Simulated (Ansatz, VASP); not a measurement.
# Cross-check of FeSi2 (Linzhiite) between VASP and Ansatz, part 2 of 2

One calculation is typed for both programs; each brings its own data sets and cutoff. How far apart do they land? The cell is taken from a series of VASP runs on this material, whose earlier steps may have relaxed, scaled or displaced it; both programs get it as it stands.

VASP 6.6.1 and Ansatz 0.2.0.

So far: The starting structure; VASP: zone-centre phonons, PBEsol, DFT+U.

### Step 3. Ansatz: zone-centre phonons, PBEsol, DFT+U

Level of this step: Ansatz beside VASP: Kohn-Sham DFT, plane waves, PBEsol, DFT+U (Ansatz).

Ansatz runs on its default PAW (the set named soft_2) files.

The same cell, functional, mesh and smearing now go to Ansatz, which takes its cutoff from its data sets.

input.yaml

```yaml
crystal:
  lattice:
    - [2.6583888386, 0.0, 0.0]
    - [0.0, 2.6583888386, 0.0]
    - [0.0, 0.0, 5.0936882666]
  atoms:
    - { symbol: Fe, position: [0.0, 0.0, 0.0], spin: 0.222 }
    - { symbol: Si, position: [0.5, 0.5, 0.2706658671], spin: -0.008 }
    - { symbol: Si, position: [0.5, 0.5, 0.7293341329], spin: -0.008 }
hamiltonian:
  xc: pbesol
  pseudopotentials: { kind: paw }
  hubbard: { sites: [{ species: Fe, l: d, u_eff: 3.0 }] }
magnetization:
  spin_polarized: true
kpoints:
  mp_grid: { grid: [14, 14, 8] }
scf:
  occupations: { method: methfessel_paxton, width: 0.2 }
phonons:
  method: dfpt
  qpoints: [[0, 0, 0]]
```

Launch:

```
> ansatz run input.yaml --threads 4 --pin off --max-ram 9216MiB --backend cpu --events-out ev --progress --plain --runs-dir out
```

Numbers of over 12 decimals in the logs are rounded to 6 here.

Log:

```text
Fe: projections on atomic orbitals take those of the free atom [Ne] 3s2 3p6 3d6 4s2, of charge +0.00 (hamiltonian.pseudopotentials.projection_atoms); the dataset's partial waves leave at most 1.1e-6 of an orbital's norm unspanned inside its sphere
Si: projections on atomic orbitals take those of the free atom [Ne] 3s2 3p2, of charge +0.00 (hamiltonian.pseudopotentials.projection_atoms); the dataset's partial waves leave at most 6.1e-8 of an orbital's norm unspanned inside its sphere
Engine: ansatz 0.2.0, aarch64-unknown-linux-gnu
Pseudopotentials: kind: paw
Pseudopotential: Fe, paw, valence charge 16, recommended cutoff 420 eV (normal), Fe.paw.azcp
Pseudopotential: Si, paw, valence charge 4, recommended cutoff 420 eV (normal), Si.paw.azcp
Functional definition: PBEsol
  exchange = pbesol_x
  correlation = pbesol_c
Crystal: 3 atoms, lattice volume = 35.997 Å³
Basis set: ecut = 420 eV, 701 PW (Γ), exchange–correlation on 36×36×72 points (8 copies of the dense FFT grid, shifted against one another)
Bands: 17, of which v1, the nominal top of the filled ones, is band 12 counted from 1 (11 counted from 0)
Symmetry: 16 space group operations
Space group: P4/mmm (ITA 123), of the structure as read, at distance tolerance 3.3e-5 Å
Magnetic group: BNS 123.339 (UNI 999), of the structure as read, at distance tolerance 3.3e-5 Å
k-points: 180 of 1568
Non-local potential: Fe, projectors of the file, l = 0: 3, l = 1: 2, l = 2: 3, l = 3: 1
Non-local potential: Si, projectors of the file, l = 0: 2, l = 1: 2, l = 2: 2
PAW form: soft (Blöchl's): semilocal exchange-correlation on the pseudo side does not see the compensation charge
PAW frozen core: Fe, regenerated for the run's functional, and the local potential with it (the file was generated under x = pbe(κ = 0.804, μ = 0.219515), c = pbe(β = 0.066725))
PAW frozen core: Si, regenerated for the run's functional, and the local potential with it (the file was generated under x = pbe(κ = 0.804, μ = 0.219515), c = pbe(β = 0.066725))
PAW one-centre angular grid: Fe, 590 points (default); XC on 64 Gauss nodes
PAW one-centre angular grid: Si, 110 points (default); XC on 64 Gauss nodes
Initial density: superposition of atomic densities (chi_scale 0.1, normalization cell)
Starting moments: Σ|m| = 0.238 μB on 3 of 3 sites
Initial wavefunctions: pseudopotential atomic-orbital guess
Functional: x = pbesol(κ = 0.804, μ = 0.123457), c = pbesol(β = 0.046)
SCF 1 converged in 19 iterations: F = -5690.505227 eV  dr2 = 8.23e-11
  greatest PAW one-centre occupation: 1.001 electrons in one spin orbital (limit 2), on the Fe atom at site 0 (counted from 0), in its partial waves of l = 1
k-points: 464 of 1568 (irreducible under 2 space group operations, time reversal used)
Initial density: read from a saved state, or passed on in memory by an earlier SCF of this step, an earlier step, the calling program or the single point that the run made first
Stability of the state it starts from, as read at its close in the collinear treatment: not read, because cold or Methfessel-Paxton smearing, or corrected tetrahedra, fill the levels in a way that the test cannot read (fill_not_monotonic); its run was given moments
Starting moments: Σ|m| = 0.238 μB on 3 of 3 sites; this step starts from the density that it was given
iter 1 solved again at ethr=6.34e-7 eV; its pass at ethr=3.10e-3 eV (dr2=1.52e-4 eV) is discarded
SCF iter   1: F=—  HF=-5690.505227 eV  |F-HF|=—  |Δ(HF+E_count)|=         —  Δρ=4.76e-7 (↑3.62e-7 ↓4.76e-7)  dr2=2.97e-10  dr2_m=5.90e-12  M=0.140 μB ∫|m|=0.235 μB  β_m=0.30  ethr=6.34e-7  ⟨swp⟩=2.9  Hψ=120230  notcnv=0
eigensolver tolerance schedule: the retry pair's looser diagonalisation over-reported the residual by 512677.96 of it (diagonalisation noise at an unbounded share of the residual, at the tolerance the schedule requests for it); recorded, not acted on — ethr = c·dr2/N_el stays at c = 1.0e-1
preconditioner: auto → none  [metal: Δε(μ)=0.028 eV  Ē_g=8.590 eV  σ=0.200 eV  W_gap=0.12  n_scr=8 (ndim 8)  ℏωp=24.8 eV  f_vac=0.000  D(μ)=0.72/eV (n_scr^D=2)]
SCF iter   2: F=—  HF=-5690.505227 eV  |F-HF|=—  |Δ(HF+E_count)|=   1.90e-7  S|Δr|=    0.00e0  Δρ=8.79e-7 (↑8.79e-7 ↓5.73e-7)  dr2=8.04e-10  dr2_m=8.76e-12  M=0.140 μB ∫|m|=0.235 μB  β_m=0.30  ethr=1.24e-12  ⟨swp⟩=3.8  Hψ=40820  notcnv=0
SCF iter   3: F=—  HF=-5690.505227 eV  |F-HF|=—  |Δ(HF+E_count)|=  8.73e-11  S|Δr|=    0.00e0  Δρ=2.13e-7 (↑1.39e-7 ↓2.13e-7)  dr2=2.45e-11  dr2_m=4.25e-12  M=0.140 μB ∫|m|=0.235 μB  β_m=0.31  ethr=1.24e-12  ⟨swp⟩=2.1  Hψ=19957  notcnv=0
SCF iter   4: F=-5690.505227 eV  HF=-5690.505227 eV  |F-HF|=1.82e-12  |Δ(HF+E_count)|=    0.00e0  S|Δr|=    0.00e0  Δρ=1.26e-7 (↑1.26e-7 ↓1.04e-7)  dr2=3.81e-12  dr2_m=2.86e-12  M=0.140 μB ∫|m|=0.235 μB  ethr=1.00e-12  ⟨swp⟩=5.5  Hψ=63514  notcnv=0
SCF 2 converged in 4 iterations: F = -5690.505227 eV  dr2 = 3.81e-12
this state was not tested for a lower state beside it, because cold or Methfessel-Paxton smearing, or corrected tetrahedra, fill the levels in a way that the test cannot read (fill_not_monotonic; see scf.lower_state_search)
DFPT response loops at Γ: preconditioner auto → Kerker (q_TF=auto, 2.550 Å⁻¹) (partly filled bands, converged f_vac=0.000); β = 1.00, the filter's whole step (`scf.mixing.beta` (0.30) is not read by the response loops under this deck's `scf.mixing.preconditioner`; to damp them name `kerker` or `kerker_dos`, under which they read `scf.mixing.beta`, and type it under 1.00, their step now; both keys bind the ground state too); Broyden in place of MSR1
SCF converged after 4 iterations
Magnetization: 0.1398 μB (12.0699 up, 11.9301 down)
Absolute magnetization: 0.2348 μB (∫|ρ↑−ρ↓|, with the PAW one-centre terms)
Spin contamination: 0.0090 ħ² per cell (⟨S²⟩ above its minimum at these occupations)
Per-site moments (μB) at R_I (Å): [(0.174245, 0.961602), (-0.00957879, 0.961602), (-0.00957879, 0.961602)]
Free energy (F): -5690.505227 eV
Harris-Foulkes:  -5690.505227 eV  (|F-HF|=1.82e-12)
Internal energy: -5690.506347 eV  (E = F + TS)
E sigma→0 (E₀):  -5690.505507 eV
Entropy (-TS):   0.001120 eV (0.373 meV/atom)
Fermi energy:    14.632502 eV
Step filling:    the computed levels leave a gap of 0.0000 eV = 0.0 smearing widths at the electron count; against every level under it full and every level over it empty, smearing changes F+E_penalty+E_count by +0.587 meV and its σ→0 estimate by +0.307 meV
--- Per-component energies (eV) ---
  E_band       = -214.109595
  E_kinetic    = 451.184935
  E_local      = -3512.155400  (includes V_loc(G=0)·N_el)
  E_nonlocal   = 265.398198
  E_hartree    = 1571.302117
  E_xc         = -233.413535
  E_vxc        = -254.335574  (∫ρ·V_xc dr)
  E_hubbard    = 2.790153  (on-site DFT+U / exact-exchange correction)
  E_vhub       = -5.391911  (the Hubbard potential's part of the band-sum identity)
  E_paw        = -2331.997005  (= ΣΔE_a)
  E_vpaw       = -301.414953  (= ΣTr[D̂ρ^β])
  E_aug_tail   = 0.000871  (compensation charges beyond the density's cutoff)
  E_ewald      = -1903.859004
  E_core_change = 0.242323  (= ΣΔE_core)
  E_smearing   = 0.001120  (= −TS)
  E_closure    = -0.000000  (closes the sum)
  Σ components = -5690.505227   (vs F -5690.505227, Δ=0.00e0)
--- Band table (eV; the first three rows and the last of 928) ---
  k-point 0 ↑: bands = [... 8 lower, 12.6129, 12.7487, 12.7487, 13.4081, 19.4089, 19.4089, 21.1829, 21.8781, ... 1 higher]
  k-point 1 ↑: bands = [... 8 lower, 12.5940, 12.7427, 12.7427, 13.4082, 19.5102, 19.5102, 20.2069, 21.6699, ... 1 higher]
  k-point 2 ↑: bands = [... 8 lower, 12.5236, 12.7283, 12.7283, 13.4083, 18.7639, 19.8041, 19.8041, 21.3411, ... 1 higher]
  k-point 463 ↓: bands = [... 8 lower, 11.3509, 11.3509, 12.6686, 14.9269, 14.9269, 15.5694, 15.7820, 17.5810, ... 1 higher]
Occupation matrices written to <dir>
--- Phonons (Γ-DFPT): 4 representative perturbations + reference, on 464 of 1568 k-points (Σ response iterations 28) ---
  k mesh reduced under 2 symmetry operations, with k and −k counted as one. Each operation leaves every solved perturbation unchanged. A smaller set is not considered because the run has a Hubbard term
  ASR residual: 6.337e-5 → 0.000e0 eV/Å²; symmetrization residual: 4.123e-6 eV/Å²
  ASR residual per site (eV/Å²): 3.27e-5 6.34e-5 6.34e-5
  Γ frequencies (cm⁻¹): 0.00 0.00 0.00 232.60 232.60 297.00 297.00 371.52 564.56
  non-analytic LO–TO correction: not included (Born effective charges unavailable; polar crystals: no LO–TO splitting at Γ)
--- Phonons (arbitrary-q DFPT): 1 explicit q-point ---
  q = [0, 0, 0] (of the zone-centre solve; hermiticity 4.12e-7, symmetrization 7.55e-10): -0.00 0.00 0.00 232.60 232.60 297.00 297.00 371.52 564.56
  sum rule: each row above includes the acoustic sum rule's correction from the zone centre's row sums; it moved no ω² by more than (0.78 cm⁻¹)²
```

Run time: 2 min. Hardware: 4 threads of Arm Neoverse V1, shared host; peak memory 1.6 GiB.

### Step 4. Comparison

Known differences besides the potentials themselves: U acts on the PAW sphere in VASP and on atomic orbitals in Ansatz, so only states and trends compare; the data sets hold 24 valence electrons in Ansatz (default PAW (the set named soft_2) files) and 16 in VASP; the cutoff is 420 eV in Ansatz and 400 eV in VASP; Ansatz makes its cores anew for this functional, VASP keeps those of its PBE data sets; VASP uses finite displacements, Ansatz perturbation theory. Total energies have different zeros and are not compared.

The two programs side by side:

```tsv
quantity	Ansatz	VASP	difference
optical mode 1 to 2 (cm⁻¹)	232.6	231.2	+0.60 %
optical mode 3 to 4 (cm⁻¹)	297.0	294.1	+0.97 %
optical mode 5 (cm⁻¹)	371.5	368.4	+0.83 %
optical mode 6 (cm⁻¹)	564.6	562.9	+0.30 %
```

Modes are paired by rising frequency and degeneracy, not by their patterns, so a pair may still set unlike modes beside each other.

### Step 5. Summary of results

```json
{"r.m.s. difference of the optical zone-centre modes, each program's sorted by frequency (zone-centre phonons, PBEsol, DFT+U)": "2.3 cm⁻¹", "difference in optical mode 3 to 4 (zone-centre phonons, PBEsol, DFT+U)": "+1.0 %"}
```

The r.m.s. difference of the optical zone-centre modes, each program's sorted by frequency is 2.3 cm⁻¹ (zone-centre phonons, PBEsol, DFT+U). Among the rows given in per cent, the largest difference of the zone-centre phonons, PBEsol, DFT+U pair is in optical mode 3 to 4, +1.0 %. How closely two codes agree says nothing of how well the functional describes the real material.

[Lines on the potential files, build, host, timing and source positions are cut from VASP's logs without a mark.]

[Logs are printed without paths, hosts, clocks, repeated set-up lines and the standing remarks that a program may print on its own settings, such as how far it seeks lower states.]

[Hosts, paths, dates, database ids (printed as entryN), source tags and the programs' standing remarks are cut or masked in the printed files.]
